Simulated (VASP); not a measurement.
A VASP calculation is set up with these files.

KPOINTS:
```
Automatic mesh
0
Gamma
5 5 3
0 0 0
```

INCAR:
```
ALGO  =  Normal
EDIFF  =  1E-6
ENCUT  =  400
GGA  =  PE
ISIF  =  2
ISMEAR  =  0
LASPH  =  .TRUE.
LCHARG  =  .FALSE.
LMAXMIX  =  6
LREAL  =  .FALSE.
LWAVE  =  .FALSE.
NELM  =  100
PREC  =  Accurate
SIGMA  =  0.05
SYSTEM  =  LaP
```

### POSCAR
```
LaP
1
    4.2739150000     0.0000000000     0.0000000000
    0.0000000000     4.2739150000     0.0000000000
    0.0000000000     0.0000000000     7.5255390000
La P
2 2
Direct
  0.0000000000   0.5000000000   0.0000000000
  0.5000000000   0.0000000000   0.5000000000
  0.0000000000   0.0000000000   0.2500000000
  0.0000000000   0.0000000000   0.7500000000
```

POTCAR, in this order: La P (PBE.64 set). Program: vasp_std.

Task: Write an equivalent input for Quantum ESPRESSO's pw.x.

Result: One equivalent input (not run):
```
&CONTROL
  calculation = 'scf'
  pseudo_dir = './pseudo'
  outdir = './out'
  tprnfor = .true.
  tstress = .true.
/
&SYSTEM
  ibrav = 0
  nat = 4
  ntyp = 2
  ecutwfc = 110
  occupations = 'smearing'
  smearing = 'gaussian'
  degauss = 0.003675
  input_dft = 'pbe'
/
&ELECTRONS
  conv_thr = 7.3e-08
  electron_maxstep = 100
/
ATOMIC_SPECIES
  La 138.905 La.upf
  P 30.974 P.upf
CELL_PARAMETERS angstrom
     4.2739150    0.0000000    0.0000000
     0.0000000    4.2739150    0.0000000
     0.0000000    0.0000000    7.5255390
ATOMIC_POSITIONS crystal
  La   0.0000000  0.5000000  0.0000000
  La   0.5000000  0.0000000  0.5000000
  P    0.0000000  0.0000000  0.2500000
  P    0.0000000  0.0000000  0.7500000
K_POINTS automatic
  5 5 3 0 0 0
```
What does not carry over: the potentials are each code's own (VASP's PAW set, PseudoDojo norm-conserving files in pw.x), so ENCUT and ecutwfc are chosen apart and not converted; conv_thr bounds pw.x's estimated SCF error, while EDIFF bounds the energy change between steps.

The structure was generated: LaP was put into the PtS type (P4_2/mmc), which need not be its known phase. The cell was not relaxed at this level.
